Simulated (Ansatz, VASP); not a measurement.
## Cross-check of HfPbO3 between VASP and Ansatz

Aim: how closely do two programs agree when they are given the same cell, functional and k mesh? Of the first pair: The cell is taken from a series of runs on this material, whose earlier steps may have relaxed, scaled, displaced or heated it; both programs get it as it stands.

Main program and level: Ansatz 0.2.0; plane waves, with VASP 6.6.1 beside it; relaxation of cell and atoms at LDA and zone-centre phonons at LDA.

### 1. Set-up

The structure is cubic, space group Pm-3m (No. 221). The conventional cell has a = 4.064 Å, b = 4.064 Å, c = 4.064 Å, α = 90.00°, β = 90.00°, γ = 90.00°. Nearest to Pb lie 12 O at 2.87 Å. Nearest to Hf lie 6 O at 2.03 Å. Nearest to O lie 2 Hf at 2.03 Å. Farther neighbours and most contacts between anions are not listed.

### 2. Ansatz: relaxation of cell and atoms, LDA, pair 1

Ansatz runs on norm-conserving files, of PseudoDojo where its log says so.

The relaxed volume is the usual yardstick between codes: in a stiff, nearly cubic crystal its relative difference is about their pressure difference at one cell divided by the bulk modulus.

Contents of input.yaml:

```yaml
crystal:
  lattice:
    - [4.0638516223, 0.0, 0.0]
    - [0.0, 4.0638516223, 0.0]
    - [0.0, 0.0, 4.0638516223]
  atoms:
    - { symbol: Pb, position: [0.0, 0.0, 0.0] }
    - { symbol: Hf, position: [0.5, 0.5, 0.5] }
    - { symbol: O, position: [0.5, 0.5, 0.0] }
    - { symbol: O, position: [0.5, 0.0, 0.5] }
    - { symbol: O, position: [0.0, 0.5, 0.5] }
kpoints:
  mp_grid: { grid: [6, 6, 6] }
hamiltonian:
  xc: lda
  pseudopotentials: { kind: nc, accuracy: standard }
scf:
  occupations: { method: gaussian, width: 0.02 }
output:
  forces: true
  stress: true
  eigenvalues: true
basis:
  ecutwfc: 979.61
relax:
  adjacent_minimum: "off"
  f_tol: 0.003
  max_steps: 80
  cell: { stress_tol: 0.03 }
```

Command:

```bash
$ ansatz run input.yaml --threads 8 --pin off --max-ram 16384MiB --backend cpu --events-out ev --progress --plain --runs-dir out
```

Numbers of over 12 decimals in the logs are rounded to 6 here.

The program printed:

```text
Warning: basis.ecutwfc = 979.61 eV is below the records' recommended 1142.878222 eV, and the density's cutoff is lower with it unless basis.ecutrho_ratio is high enough to keep the records' density cutoff: compare with a run at a higher cutoff
Engine: ansatz 0.2.0, x86_64-unknown-linux-gnu
Pseudopotentials: kind: nc
Pseudopotential: Pb, nc, valence charge 14, recommended cutoff 761.918815 eV (normal), Pb.nc.azcp (PseudoDojo's, or run here from an input of PseudoDojo's; its table is named by hamiltonian.pseudopotentials.accuracy)
Pseudopotential: Hf, nc, valence charge 12, recommended cutoff 789.130201 eV (normal), Hf.nc.azcp (PseudoDojo's, or run here from an input of PseudoDojo's; its table is named by hamiltonian.pseudopotentials.accuracy)
Pseudopotential: O, nc, valence charge 6, recommended cutoff 1142.878222 eV (normal), O.nc.azcp (PseudoDojo's, or run here from an input of PseudoDojo's; its table is named by hamiltonian.pseudopotentials.accuracy)
Functional definition: SPW92
  exchange = slater_x
  correlation = pw_c
Crystal: 5 atoms, lattice volume = 67.114 Å³
Basis set: ecut = 979.61 eV, 4697 PW (Γ)
Bands: 27, of which v1, the nominal top of the filled ones, is band 22 counted from 1 (21 counted from 0)
Symmetry: 48 space group operations
Space group: Pm-3m (ITA 221), of the structure as read, at distance tolerance 4.1e-5 Å
k-points: 20 of 216
Non-local potential: Pb, projectors of the file, l = 0: 2, l = 1: 2, l = 2: 2
Non-local potential: Hf, projectors of the file, l = 0: 2, l = 1: 2, l = 2: 2, l = 3: 2
Non-local potential: O, projectors of the file, l = 0: 2, l = 1: 2, l = 2: 1
Initial density: superposition of atomic densities (chi_scale 0.1, normalization cell, long waves kept (reshape's long-wave potential 0.00 eV rms))
Initial wavefunctions: pseudopotential atomic-orbital guess
Functional: x = slater, c = lda
SCF iter   1: F=—  HF=-4803.714526 eV  |F-HF|=—  |Δ(HF+E_count)|=         —  Δρ=6.38e-2  dr2=4.00e0  ethr=3.10e-3  ⟨swp⟩=7.3  Hψ=2777  notcnv=0
preconditioner: auto → Resta (q_TF=auto, 2.543 Å⁻¹)  ε∞=4.9  [insulator: Δε(μ)=3.268 eV  Ē_g=13.692 eV  σ=0.020 eV  W_gap=1.00  n_scr=18 (ndim 8)  ℏωp=27.2 eV  f_vac=0.000  D(μ)=0.00/eV (n_scr^D=0)  ε∞_Penn≈4.9]
SCF iter   2: F=—  HF=-4802.573253 eV  |F-HF|=—  |Δ(HF+E_count)|=    1.14e0  Δρ=3.59e-2  dr2=1.11e0  ethr=3.10e-3  ⟨swp⟩=2.4  Hψ=1126  notcnv=0  defer=20
SCF iter   3: F=—  HF=-4802.171294 eV  |F-HF|=—  |Δ(HF+E_count)|=   4.02e-1  Δρ=1.70e-2  dr2=2.49e-1  ethr=2.51e-3  ⟨swp⟩=3.1  Hψ=1170  notcnv=0  defer=20
SCF iter   4: F=—  HF=-4802.100066 eV  |F-HF|=—  |Δ(HF+E_count)|=   7.12e-2  Δρ=3.53e-3  dr2=4.42e-3  ethr=5.66e-4  ⟨swp⟩=3.1  Hψ=1084  notcnv=0  defer=20
SCF iter   5: F=—  HF=-4802.098419 eV  |F-HF|=—  |Δ(HF+E_count)|=   1.65e-3  Δρ=9.15e-4  dr2=5.73e-4  ethr=1.01e-5  ⟨swp⟩=3.0  Hψ=1492  notcnv=0  defer=20
SCF iter   6: F=—  HF=-4802.098291 eV  |F-HF|=—  |Δ(HF+E_count)|=   1.28e-4  Δρ=1.81e-4  dr2=1.55e-5  ethr=1.30e-6  ⟨swp⟩=2.1  Hψ=744  notcnv=0  defer=20
SCF iter   7: F=—  HF=-4802.098226 eV  |F-HF|=—  |Δ(HF+E_count)|=   6.51e-5  Δρ=2.90e-5  dr2=4.81e-7  ethr=3.53e-8  ⟨swp⟩=2.7  Hψ=968  notcnv=0  defer=20
SCF iter   8: F=-4802.098226 eV  HF=-4802.098226 eV  |F-HF|=7.24e-9  |Δ(HF+E_count)|=   8.36e-8  Δρ=6.18e-6  dr2=1.36e-8  ethr=2.27e-10  ⟨swp⟩=14.2  Hψ=3354  notcnv=0
SCF 1 converged in 8 iterations: F = -4802.098226 eV  dr2 = 1.36e-8
relax step   1: F+E_penalty+E_count = -4802.09822575 eV  Δ(F+E_penalty+E_count) = +0.000e0 eV  max|allowed force component| = 4.786e-29 eV/Å  Δτ_max = 0.0000 Å  P = -0.031 GPa  Ω = 67.114 Å³  (8 SCF iters, dr2 threshold 1.00e-7 eV, accepted)
[...]
relax step   2: F+E_penalty+E_count = -4802.09830508 eV  Δ(F+E_penalty+E_count) = -7.933e-5 eV  max|allowed force component| = 6.248e-29 eV/Å  Δτ_max = 0.0000 Å  P = +0.013 GPa  Ω = 67.099 Å³  energy of the carried Pulay correction = +7.853e-5 eV  (4 SCF iters, dr2 threshold 2.35e-9 eV, accepted)
[...]
relax step   3: F+E_penalty+E_count = -4802.09825951 eV  Δ(F+E_penalty+E_count) = +4.557e-5 eV  max|allowed force component| = 5.627e-29 eV/Å  Δτ_max = 0.0000 Å  P = +0.012 GPa  Ω = 67.099 Å³  stress off target by 1.17e-2 GPa  SCF on the basis re-selected at this cell (its energy is not comparable with the rows above)  (4 SCF iters)
basis re-selected at this cell: Δ(F+E_penalty+E_count) = +4.557e-5 eV, ΔP = -0.002 GPa vs the last step (what re-selecting the basis moved, of the pressure what is left beyond the Pulay correction that the steps carried, after the strain that the cell walked since its last selection, with what the two solves' SCF thresholds leave and, on support functions, any second-order correction that the steps lacked; it is no m [...]
SCF converged after 4 iterations
Free energy (F): -4802.098260 eV
Harris-Foulkes:  -4802.098260 eV  (|F-HF|=9.09e-13)
Internal energy: -4802.098260 eV  (E = F + TS)
E sigma→0 (E₀):  -4802.098260 eV
Fermi energy:    11.614958 eV
--- Per-component energies (eV) ---
  E_band       = -135.008883
  E_kinetic    = 2241.957980
  E_local      = -2499.462973  (includes V_loc(G=0)·N_el)
  E_nonlocal   = -538.018310
  E_hartree    = 801.112032
  E_xc         = -1261.568372
  E_vxc        = -941.709560  (∫ρ·V_xc dr)
  E_ewald      = -3546.118616
  E_smearing   = -0.000000  (= −TS)
  E_closure    = -0.000000  (closes the sum)
  Σ components = -4802.098260   (vs F -4802.098260, Δ=0.00e0)
--- Forces (eV/Å), atoms counted from 1 ---
  atom   1  Pb     0.00000000    -0.00000000     0.00000000
  atom   2  Hf     0.00000000    -0.00000000     0.00000000
  atom   3  O      0.00000000     0.00000000     0.00000000
  atom   4  O     -0.00000000    -0.00000000    -0.00000000
  atom   5  O      0.00000000    -0.00000000     0.00000000
  max |Σ_I F_I| component: 5.52e-29 eV/Å
--- Stress (GPa, compression-positive) ---
        0.011747       0.000000      -0.000000
        0.000000       0.011747       0.000000
       -0.000000       0.000000       0.011747
  P = ⅓ Tr σ = 0.0117 GPa (0.117 kbar)
--- Band table (eV; the first three rows and the last of 20) ---
  k-point 0: bands = [... 18 lower, 9.2274, 9.9382, 9.9382, 9.9382, 14.5850, 14.5850, 14.5850, 17.1558, ... 1 higher]
  k-point 1: bands = [... 18 lower, 9.1610, 9.3167, 9.8846, 9.8846, 14.5993, 15.1383, 15.1383, 15.7801, ... 1 higher]
  k-point 2: bands = [... 18 lower, 9.0337, 9.6994, 9.8731, 9.8731, 13.8723, 14.6284, 15.7648, 15.7648, ... 1 higher]
  k-point 19: bands = [... 18 lower, 6.2252, 10.2675, 10.2675, 10.2675, 16.3529, 16.3529, 16.3529, 18.7891, ... 1 higher]
--- Relaxed structure (2 steps of the walk, 2 accepted, 1 SCFs on fresh bases) ---
  F+E_penalty+E_count = -4802.09825951 eV   max|allowed force component| = 5.627e-29 eV/Å   (the final SCF, on the basis selected at the relaxed cell)
  cell:  # Å, volume = 67.0995 Å³
    - [4.063557, 0, 0]
    - [0, 4.063557, 0]
    - [0, 0, 4.063557]
  atoms:
    - { symbol: Pb, position: [0, 0, 0] }
    - { symbol: Hf, position: [0.500000, 0.500000, 0.500000] }
    - { symbol: O, position: [0.500000, 0.500000, 0] }
    - { symbol: O, position: [0.500000, 0, 0.500000] }
    - { symbol: O, position: [0, 0.500000, 0.500000] }
```

Reading the cycles: dr2 is the Hartree energy of the density residual (eV), the measure of convergence; HF is the Harris–Foulkes estimate of the energy, which meets the free energy F at convergence.

### 3. VASP: relaxation of cell and atoms, LDA, pair 1

The same cell, functional (in two slightly different forms), mesh and smearing now go to VASP, with its own data sets.

Lines of VASP's logs that name or quote its potential files are left out, and so is its time.

Contents of INCAR:

```
SYSTEM = HfPbO3
PREC = Accurate
ENCUT = 600
EDIFF = 1E-07
NELM = 120
ISMEAR = 0
SIGMA = 0.02
LREAL = .FALSE.
ALGO = Normal
GGA = CA
NBANDS = 27
LASPH = .TRUE.
LORBIT = 11
LWAVE = .FALSE.
LCHARG = .FALSE.
ISIF = 3
IBRION = 2
NSW = 80
EDIFFG = -0.005
GGA_COMPAT = .FALSE.
NELMIN = 4
EFERMI = MIDGAP
KPAR = 2
```

Contents of POSCAR:

```
HfPbO3
1.0
    4.0638520000      0.0000000000      0.0000000000
    0.0000000000      4.0638520000      0.0000000000
    0.0000000000      0.0000000000      4.0638520000
Pb Hf O
1 1 3
Direct
    0.0000000000      0.0000000000      0.0000000000
    0.5000000000      0.5000000000      0.5000000000
    0.5000000000      0.5000000000      0.0000000000
    0.5000000000      0.0000000000      0.5000000000
    0.0000000000      0.5000000000      0.5000000000
```

Contents of KPOINTS:

```
Automatic mesh
0
Gamma
6 6 6
0 0 0
```

The projector-augmented-wave data sets are Pb_d, Hf_pv and O (LDA family, release 64).

Command:

```bash
$ mpirun -np 2 vasp_std
```

The program printed:

```text
[banner, memory and clock lines left out]
running    2 mpi-ranks, on    1 nodes
 distrk:  each k-point on    1 cores,    2 groups
 distr:  one band on    1 cores,    1 groups

 POSCAR found type information on POSCAR PbHfO
 POSCAR found :  3 types and       5 ions
 LDA part: xc-table for (Slater(with rela. corr.)+CA(PZ))
 , standard interpolation
 POSCAR, INCAR and KPOINTS ok, starting setup
 FFT: planning ... GRIDC
 FFT: planning ... GRID_SOFT
 FFT: planning ... GRID
 WAVECAR not read
 entering main loop
       N       E                     dE             d eps       ncg     rms          rms(c)
DAV:   1     0.465633618109E+03    0.46563E+03   -0.24073E+04  1080   0.195E+03
DAV:   2    -0.883892441499E+00   -0.46652E+03   -0.44659E+03  1217   0.506E+02
DAV:   3    -0.510355429560E+02   -0.50152E+02   -0.48667E+02  1314   0.162E+02
DAV:   4    -0.527568719007E+02   -0.17213E+01   -0.17158E+01  1310   0.306E+01
DAV:   5    -0.528080782413E+02   -0.51206E-01   -0.51192E-01  1348   0.541E+00    0.731E+01
DAV:   6    -0.455085688341E+02    0.72995E+01   -0.38609E+01  1377   0.394E+01    0.607E+01
DAV:   7    -0.452380766228E+02    0.27049E+00   -0.27139E+00  1154   0.102E+01    0.337E+01
DAV:   8    -0.451480799701E+02    0.89997E-01   -0.23668E-01  1411   0.599E+00    0.529E+00
DAV:   9    -0.451426340466E+02    0.54459E-02   -0.52648E-02  1356   0.163E+00    0.151E+00
DAV:  10    -0.451421583087E+02    0.47574E-03   -0.37187E-03  1380   0.104E+00    0.122E-01
DAV:  11    -0.451422113882E+02   -0.53080E-04   -0.52821E-04  1190   0.154E-01    0.101E-01
DAV:  12    -0.451421956657E+02    0.15723E-04   -0.10770E-04  1353   0.178E-01    0.293E-02
DAV:  13    -0.451421956990E+02   -0.33377E-07   -0.11126E-05  1438   0.275E-02    0.125E-02
DAV:  14    -0.451421957331E+02   -0.34023E-07   -0.70313E-07  1468   0.108E-02
   1 F= -.45142196E+02 E0= -.45142196E+02  d E =-.451422E+02
 curvature:   0.00 expect dE= 0.000E+00 dE for cont linesearch  0.000E+00
 trial: gam= 0.00000 g(F)=  0.000E+00 g(S)=  0.118E-01 ort = 0.000E+00 (trialstep = 0.100E+01)
 search vector abs. value=  0.118E-01
 bond charge predicted
       N       E                     dE             d eps       ncg     rms          rms(c)
DAV:   1    -0.452475209838E+02   -0.10533E+00   -0.31805E+00  1275   0.228E+01    0.494E+00
DAV:   2    -0.451552977760E+02    0.92223E-01   -0.38370E-01  1256   0.581E+00    0.114E+00
DAV:   3    -0.451416981048E+02    0.13600E-01   -0.34807E-02  1224   0.345E+00    0.801E-01
DAV:   4    -0.451401064034E+02    0.15917E-02   -0.12346E-02  1508   0.145E+00    0.584E-01
DAV:   5    -0.451402668621E+02   -0.16046E-03   -0.85888E-04  1279   0.194E-01    0.763E-01
DAV:   6    -0.451400679408E+02    0.19892E-03   -0.60551E-04  1129   0.361E-01    0.230E-01
DAV:   7    -0.451400510757E+02    0.16865E-04   -0.11715E-04  1243   0.639E-02    0.917E-02
DAV:   8    -0.451400505639E+02    0.51182E-06   -0.60207E-06  1214   0.473E-02    0.536E-02
DAV:   9    -0.451400484229E+02    0.21410E-05   -0.72761E-06  1407   0.381E-02    0.227E-02
DAV:  10    -0.451400483306E+02    0.92274E-07   -0.87406E-07  1099   0.610E-03
   2 F= -.45140048E+02 E0= -.45140048E+02  d E =0.214740E-02
 trial-energy change:    0.002147  1 .order    0.001959   -0.011762    0.015680
 step:   0.4186(harm=  0.4286)  dis= 0.00000  next Energy=   -45.144644 (dE=-0.245E-02)
 bond charge predicted
       N       E                     dE             d eps       ncg     rms          rms(c)
DAV:   1    -0.451811948685E+02   -0.41146E-01   -0.10633E+00  1269   0.130E+01    0.284E+00
DAV:   2    -0.451497166360E+02    0.31478E-01   -0.12832E-01  1328   0.338E+00    0.649E-01
DAV:   3    -0.451451851471E+02    0.45315E-02   -0.11417E-02  1232   0.194E+00    0.468E-01
DAV:   4    -0.451446651234E+02    0.52002E-03   -0.40492E-03  1468   0.824E-01    0.352E-01
DAV:   5    -0.451447201347E+02   -0.55011E-04   -0.30826E-04  1319   0.114E-01    0.453E-01
DAV:   6    -0.451446607535E+02    0.59381E-04   -0.18086E-04  1126   0.190E-01    0.140E-01
DAV:   7    -0.451446501536E+02    0.10600E-04   -0.49982E-05  1407   0.400E-02    0.483E-02
DAV:   8    -0.451446497915E+02    0.36202E-06   -0.14753E-06  1257   0.211E-02    0.324E-02
DAV:   9    -0.451446487300E+02    0.10615E-05   -0.34287E-06  1283   0.175E-02    0.875E-03
DAV:  10    -0.451446487221E+02    0.79363E-08   -0.19928E-07   791   0.323E-03
   3 F= -.45144649E+02 E0= -.45144649E+02  d E =-.245299E-02
 curvature:  -0.21 expect dE=-0.118E-06 dE for cont linesearch -0.118E-06
 trial: gam= 0.00000 g(F)=  0.392E-67 g(S)=  0.552E-06 ort =-0.806E-04 (trialstep = 0.884E+00)
 search vector abs. value=  0.552E-06
 reached required accuracy - stopping structural energy minimisation
```

From OUTCAR (step 3):

```text
ion  position               nearest neighbor table
   1  0.000  0.000  0.000-   3 2.87   4 2.87   5 2.87   4 2.87   5 2.87   3 2.87   5 2.87   5 2.87
                             3 2.87   4 2.87   4 2.87   3 2.87   2 3.52   2 3.52   2 3.52   2 3.52
   2  0.500  0.500  0.500-   3 2.03   4 2.03   5 2.03   3 2.03   4 2.03   5 2.03   1 3.52   1 3.52
                             1 3.52   1 3.52   1 3.52   1 3.52   1 3.52   1 3.52
   3  0.500  0.500  0.000-   2 2.03   2 2.03   1 2.87   1 2.87   1 2.87   1 2.87
   4  0.500  0.000  0.500-   2 2.03   2 2.03   1 2.87   1 2.87   1 2.87   1 2.87
   5  0.000  0.500  0.500-   2 2.03   2 2.03   1 2.87   1 2.87   1 2.87   1 2.87

  LATTYP: Found a simple cubic cell.
 ALAT       =     4.0638520000

 Subroutine GETGRP returns: Found 48 space group operations
 (whereof 48 operations were pure point group operations)

The static configuration has the point symmetry O_h .

 Found     20 irreducible k-points:

   k-points           NKPTS =     20   k-points in BZ     NKDIM =     20   number of bands    NBANDS=     27

   dimension x,y,z NGX =    32 NGY =   32 NGZ =   32
   dimension x,y,z NGXF=    64 NGYF=   64 NGZF=   64

   ENCUT  =  600.0 eV  44.10 Ry    6.64 a.u.   8.12  8.12  8.12*2*pi/ulx,y,z

   NELECT =      42.0000    total number of electrons

 k-points in reciprocal lattice and weights: Automatic mesh
   0.00000000  0.00000000  0.00000000       0.005
   0.16666667  0.00000000  0.00000000       0.028
   0.33333333  0.00000000  0.00000000       0.028
   0.50000000  0.00000000  0.00000000       0.014
   0.16666667  0.16666667  0.00000000       0.056
   0.33333333  0.16666667  0.00000000       0.111
   0.50000000  0.16666667  0.00000000       0.056
   0.33333333  0.33333333  0.00000000       0.056
   0.50000000  0.33333333  0.00000000       0.056
[...]
0.50000000  0.50000000  0.33333333       0.028
   0.50000000  0.50000000  0.50000000       0.005

 average (electrostatic) potential at core
       1 -91.7740       2 -35.8577       3 -69.9833       4 -69.9833       5 -69.9833

 E-fermi :   5.5328

 k-point     1 :       0.0000    0.0000    0.0000
  band No.  band energies     occupation
    ...
     17       3.1497      2.00000
     18       3.1497      2.00000
     19       3.8506      2.00000
     20       3.8506      2.00000
     21       3.8506      2.00000
     22       8.4303      0.00000
     23       8.4303      0.00000
     24       8.4303      0.00000
     25      11.0512      0.00000
     26      11.0512      0.00000
    ...

 k-point     2 :       0.1667    0.0000    0.0000
  band No.  band energies     occupation
    ...
     17       2.9531      2.00000
     18       3.0839      2.00000
     19       3.2360      2.00000
     20       3.7982      2.00000
     21       3.7982      2.00000
     22       8.4425      0.00000
     23       8.9857      0.00000
     24       8.9857      0.00000
     25       9.6758      0.00000
     26      10.9427      0.00000
    ...

 k-point     3 :       0.3333    0.0000    0.0000
  band No.  band energies     occupation
    ...
     17       2.6259      2.00000
     18       2.9583      2.00000
     19       3.6303      2.00000
     20       3.7873      2.00000
     21       3.7873      2.00000
     22       7.7735      0.00000
     23       8.4672      0.00000
     24       9.6437      0.00000
     25       9.6437      0.00000
     26      11.2113      0.00000
    ...

  Total       -0.0043672     -0.0043672     -0.0043672     -0.0000000     -0.0000000      0.0000000
  in kB       -0.1034555     -0.1034555     -0.1034555     -0.0000000     -0.0000000      0.0000000
  external PRESSURE =      -0.1034555 kB  Pullay stress =       0.0000000 kB

  energy-cutoff  :      600.00
  volume of cell :       67.63
      direct lattice vectors                 reciprocal lattice vectors
     4.074314357  0.000000000 -0.000000000     0.245440070  0.000000000 -0.000000000
    -0.000000000  4.074314357 -0.000000000    -0.000000000  0.245440070 -0.000000000
     0.000000000  0.000000000  4.074314357     0.000000000  0.000000000  0.245440070

 POSITION                                       TOTAL-FORCE (eV/Angst)
 -----------------------------------------------------------------------------------
      0.00000      0.00000      0.00000        -0.000000     -0.000000      0.000000
      2.03716      2.03716      2.03716         0.000000     -0.000000      0.000000
      2.03716      2.03716     -0.00000        -0.000000     -0.000000      0.000000
      2.03716      0.00000      2.03716        -0.000000      0.000000      0.000000
     -0.00000      2.03716      2.03716         0.000000      0.000000      0.000000
 -----------------------------------------------------------------------------------
    total drift:                                0.000000     -0.000000     -0.000000

  FREE ENERGIE OF THE ION-ELECTRON SYSTEM (eV)
  ---------------------------------------------------
  free  energy   TOTEN  =       -45.1446487221 eV

  energy  without entropy=      -45.1446487221  energy(sigma->0) =      -45.14464872

 reached required accuracy - stopping structural energy minimisation

 total charge
# of ion       s       p       d       tot
------------------------------------------
    1        1.521   0.347   9.848  11.715
    2        0.365   6.838   1.639   8.843
    3        1.555   3.472   0.000   5.027
    4        1.555   3.472   0.000   5.027
    5        1.555   3.472   0.000   5.027
--------------------------------------------------
tot          6.552  17.600  11.487  35.640

[... 3 further parts left out ...]
```

CONTCAR:

```
HfPbO3
   1.00000000000000
     4.0743143568996496    0.0000000000000000   -0.0000000000000000
    -0.0000000000000000    4.0743143568996496   -0.0000000000000000
     0.0000000000000000    0.0000000000000000    4.0743143568996496
  Pb              Hf              O
     1     1     3
Direct
     0.0000000000000000    0.0000000000000000    0.0000000000000000
     0.5000000000000000    0.5000000000000000    0.5000000000000000
     0.5000000000000000    0.5000000000000000    0.0000000000000000
     0.5000000000000000    0.0000000000000000    0.5000000000000000
     0.0000000000000000    0.5000000000000000    0.5000000000000000
```

Harder data sets than Hf_pv exist (the GW ones), and pressures, volumes and forces can shift noticeably with them.

(Continued in part 2 of 2.)

[Lines on the potential files, build, host, timing and source positions are cut from VASP's logs without a mark.]

[Logs are printed without paths, hosts, clocks, repeated set-up lines and the standing remarks that a program may print on its own settings, such as how far it seeks lower states.]

[Hosts, paths, dates, database ids (printed as entryN), source tags and the programs' standing remarks are cut or masked in the printed files.]
